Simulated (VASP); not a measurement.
Input:

```
CELL_PARAMETERS angstrom
      2.58263     0.00000     0.00000
      0.00000     2.58263     0.00000
      0.00000     0.00000     2.58263
ATOMIC_POSITIONS crystal
  Al 0.00000 0.00000 0.00000
  N  0.50000 0.50000 0.50000
```

Level of theory: r2SCAN meta-GGA, VASP's PBE PAW potentials (set 64) (plane waves; VASP). Run with 520 eV cut-off, 16×16×16 Γ-centred mesh, tetrahedra with Blöchl corrections, potentials Al N.

Question: Give the energies of bands 2 to 7 at the high-symmetry points, in eV from the Fermi level.

Answer: 
| band | Γ | X | M | R |
|---|---|---|---|---|
| 2 | -1.72 | -10.79 | -7.82 | -5.40 |
| 3 | -1.72 | -0.61 | -7.82 | -5.40 |
| 4 | -1.72 | -0.61 | -1.18 | -5.40 |
| 5 | 1.54 | 5.32 | 0.54 | 1.73 |
| 6 | 6.68 | 8.53 | 10.62 | 1.73 |
| 7 | 6.68 | 10.58 | 10.62 | 1.73 |

It has no gap at this level: it comes out as a metal or semimetal.

The structure was generated: AlN was put into the CsCl type type (Pm-3m), which need not be its known phase. It was relaxed first, which changed the volume by +11 %.
